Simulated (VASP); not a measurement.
An input for Quantum ESPRESSO's pw.x (written as the equivalent of a VASP run, and not itself run):

```
&CONTROL
  calculation = 'vc-relax'
  pseudo_dir = './pseudo'
  outdir = './out'
  tprnfor = .true.
  tstress = .true.
  nstep = 60
  forc_conv_thr = 0.00078
/
&SYSTEM
  ibrav = 0
  nat = 4
  ntyp = 2
  ecutwfc = 102
  occupations = 'smearing'
  smearing = 'gaussian'
  degauss = 0.003675
  input_dft = 'vdw-df-obk8'
/
&ELECTRONS
  conv_thr = 7.3e-08
  electron_maxstep = 100
/
&IONS
/
&CELL
/
ATOMIC_SPECIES
  Cd 112.414 Cd.upf
  S 32.060 S.upf
CELL_PARAMETERS angstrom
     2.0956969   -3.6298533    0.0000000
     2.0956969    3.6298533    0.0000000
    -0.0000000    0.0000000    6.8119053
ATOMIC_POSITIONS crystal
  Cd   0.6666670  0.3333330  0.5000223
  Cd   0.3333330  0.6666670  0.0000223
  S    0.6666670  0.3333330  0.8769777
  S    0.3333330  0.6666670  0.3769777
K_POINTS automatic
  6 6 3 0 0 0
```

### Question
Translate this input to VASP (INCAR, KPOINTS, POSCAR, choice of POTCAR).

### Answer
This is not unique; one that fits is 
INCAR:
```
# general
SYSTEM   = CdS
PREC     = Accurate
ENCUT    = 520   # plane-wave cut-off (eV)
LREAL    = .False.
LASPH    = .True.   # aspherical one-centre terms

# electronic loop
EDIFF    = 1E-6
NELM     = 100   # most electronic steps
ALGO     = Normal
LMAXMIX  = 4

# smearing
ISMEAR   = 0
SIGMA    = 0.05   # width (eV)

# functional
GGA      = BO
LUSE_VDW = .True.
AGGAC    = 0.0
PARAM1   = 0.1833333333
PARAM2   = 0.22

# ions
IBRION   = 2
NSW      = 60
ISIF     = 3   # ions, shape and volume
EDIFFG   = -0.02   # ionic stop

# output
LWAVE    = .False.
LCHARG   = .False.
```

### POSCAR
```
CdS
1
    2.0956968796    -3.6298532946     0.0000000000
    2.0956968796     3.6298532946     0.0000000000
   -0.0000000000     0.0000000000     6.8119052591
Cd S
2 2
Direct
  0.6666670000   0.3333330000   0.5000223415
  0.3333330000   0.6666670000   0.0000223415
  0.6666670000   0.3333330000   0.8769776585
  0.3333330000   0.6666670000   0.3769776585
```

**KPOINTS**
```
Automatic
0
gamma
 6 6 3
```

POTCAR, in this order: Cd S (PBE.64 set). Program: vasp_std.

Limits of the translation: the potentials are each code's own (VASP's PAW set, PseudoDojo norm-conserving files in pw.x), so ENCUT and ecutwfc are chosen apart and not converted; conv_thr bounds pw.x's estimated SCF error, while EDIFF bounds the energy change between steps; forc_conv_thr acts on force components and is met together with etot_conv_thr.

The compound is CdS in the wurtzite structure. It was relaxed first. The start is the result of an earlier pass.
